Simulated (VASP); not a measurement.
These are LDA (Ceperley-Alder, Perdew-Zunger), VASP's LDA PAW potentials (set 64) (plane waves; VASP) values and carry that method's errors.

Input for VASP

INCAR:
```
SYSTEM = PbO
PREC = Accurate; ENCUT = 400; LREAL = F
LASPH = T
EDIFF = 1E-6; NELM = 100; ALGO = Normal
LMAXMIX = 4
ISMEAR = 0; SIGMA = 0.1
ISIF = 2
LWAVE = F; LCHARG = F
```

### POSCAR
```
PbO
1
    3.9995100000     0.0000000000     0.0000000000
    0.0000000000     3.9995100000     0.0000000000
    0.0000000000     0.0000000000     5.2598200000
Pb O
2 2
Direct
  0.5000000000   0.0000000000   0.2259700000
  0.0000000000   0.5000000000   0.7740300000
  0.5000000000   0.5000000000   0.0000000000
  0.0000000000   0.0000000000   0.0000000000
```

### KPOINTS
```
Regular mesh
0
gamma
  11 11 8
0 0 0
```

POTCAR, in this order: Pb_d O (LDA.64 set). Program: vasp_std.

Output

### OUTCAR
```
 ion  position               nearest neighbor table
   1  0.500  0.000  0.226-   3 2.33   4 2.33   3 2.33   4 2.33   2 3.69   2 3.69   2 3.69   2 3.69
                             2 4.04   2 4.04   2 4.04   2 4.04
   2  0.000  0.500  0.774-   3 2.33   4 2.33   4 2.33   3 2.33   1 3.69   1 3.69   1 3.69   1 3.69
                             1 4.04   1 4.04   1 4.04   1 4.04
   3  0.500  0.500  0.000-   1 2.33   2 2.33   1 2.33   2 2.33
   4  0.000  0.000  0.000-   1 2.33   2 2.33   2 2.33   1 2.33
  LATTYP: Found a simple tetragonal cell.
 ALAT       =     3.9995100000
 C/A-ratio  =     1.3151161017
 Subroutine PRICEL returns:
 Original cell was already a primitive cell.
 Subroutine GETGRP returns: Found 16 space group operations
The static configuration has the point symmetry D_2d.
 The point group associated with its full space group is D_4h.
The dynamic configuration has the point symmetry D_2d.
 Subroutine INISYM returns: Found 16 space group operations
 Subroutine IBZKPT returns following result:
 Found    105 irreducible k-points:

 Following reciprocal coordinates:
            Coordinates               Weight
  0.000000  0.000000  0.000000      1.000000
  0.090909  0.000000  0.000000      4.000000
  0.181818  0.000000  0.000000      4.000000
  0.272727  0.000000  0.000000      4.000000
  0.363636  0.000000  0.000000      4.000000
  0.454545  0.000000  0.000000      4.000000
  0.090909  0.090909  0.000000      4.000000
  0.181818  0.090909  0.000000      8.000000
  0.272727  0.090909  0.000000      8.000000
  0.363636  0.090909  0.000000      8.000000
  0.454545  0.090909  0.000000      8.000000
  0.181818  0.181818  0.000000      4.000000
  0.272727  0.181818  0.000000      8.000000
  0.363636  0.181818  0.000000      8.000000
  0.454545  0.181818  0.000000      8.000000
  0.272727  0.272727  0.000000      4.000000
  0.363636  0.272727  0.000000      8.000000
  0.454545  0.272727  0.000000      8.000000
...
```

OSZICAR:
```
       N       E                     dE             d eps       ncg     rms          rms(c)
DAV:   1     0.413962814426E+03    0.41396E+03   -0.17393E+04  5040   0.162E+03
DAV:   2     0.244602320990E+02   -0.38950E+03   -0.38303E+03  5464   0.451E+02
DAV:   3    -0.271958130698E+02   -0.51656E+02   -0.50584E+02  6648   0.181E+02
DAV:   4    -0.288100427702E+02   -0.16142E+01   -0.16132E+01  5632   0.371E+01
DAV:   5    -0.288671957259E+02   -0.57153E-01   -0.57142E-01  7040   0.641E+00    0.118E+01
DAV:   6    -0.246860143685E+02    0.41812E+01   -0.34755E+01  8096   0.448E+01    0.543E+00
DAV:   7    -0.244571032491E+02    0.22891E+00   -0.32919E+00  6600   0.133E+01    0.253E+00
DAV:   8    -0.244263016816E+02    0.30802E-01   -0.10328E+00  6904   0.713E+00    0.145E+00
DAV:   9    -0.243838569764E+02    0.42445E-01   -0.23425E-01  7920   0.415E+00    0.268E-01
DAV:  10    -0.243856951826E+02   -0.18382E-02   -0.21365E-02  5544   0.876E-01    0.687E-02
DAV:  11    -0.243856533291E+02    0.41853E-04   -0.28160E-03  8960   0.422E-01    0.830E-02
DAV:  12    -0.243855789187E+02    0.74410E-04   -0.26280E-04  7192   0.173E-01    0.540E-02
DAV:  13    -0.243855445839E+02    0.34335E-04   -0.25380E-04  7984   0.136E-01    0.640E-03
DAV:  14    -0.243855454267E+02   -0.84283E-06   -0.19289E-05  7192   0.367E-02    0.218E-03
DAV:  15    -0.243855453141E+02    0.11255E-06   -0.10040E-06  3848   0.139E-02
   1 F= -.24385545E+02 E0= -.24385545E+02  d E =-.119204E-10
```

File OUTCAR:
```
------------------------ aborting loop because EDIFF is reached ----------------------------------------
  FORCE on cell =-STRESS in cart. coord.  units (eV):
  Direction    XX          YY          ZZ          XY          YZ          ZX
  --------------------------------------------------------------------------------------
  Total       -3.0437658     -3.0437658     -2.7312726      0.0000000     -0.0000000      0.0000000
  in kB      -57.9611986    -57.9611986    -52.0105182      0.0000000     -0.0000000      0.0000000
  external PRESSURE =     -55.9776385 kB  Pullay stress =       0.0000000 kB
  volume of cell :       84.14
      direct lattice vectors                 reciprocal lattice vectors
     3.999510000  0.000000000  0.000000000     0.250030629  0.000000000  0.000000000
     0.000000000  3.999510000  0.000000000     0.000000000  0.250030629  0.000000000
     0.000000000  0.000000000  5.259820000     0.000000000  0.000000000  0.190120574
 POSITION                                       TOTAL-FORCE (eV/Angst)
 -----------------------------------------------------------------------------------
      1.99975      0.00000      1.18856         0.000000      0.000000     -0.306806
      0.00000      1.99975      4.07126        -0.000000      0.000000      0.306806
      1.99975      1.99975      0.00000         0.000000     -0.000000      0.000000
      0.00000      0.00000      0.00000        -0.000000      0.000000      0.000000
 -----------------------------------------------------------------------------------
    total drift:                                0.000000      0.000000      0.000000
  FREE ENERGIE OF THE ION-ELECTRON SYSTEM (eV)
  ---------------------------------------------------
  free  energy   TOTEN  =       -24.3855453141 eV

  energy  without entropy=      -24.3855453141  energy(sigma->0) =      -24.38554531
```
(Selected blocks of OUTCAR.)

At this cut-off the stress carries a Pulay error, which pulls relaxed volumes low.

The structure comes from a computed database's PbO entry; how it stands against other phases isn't given here. The cell was not relaxed at this level.
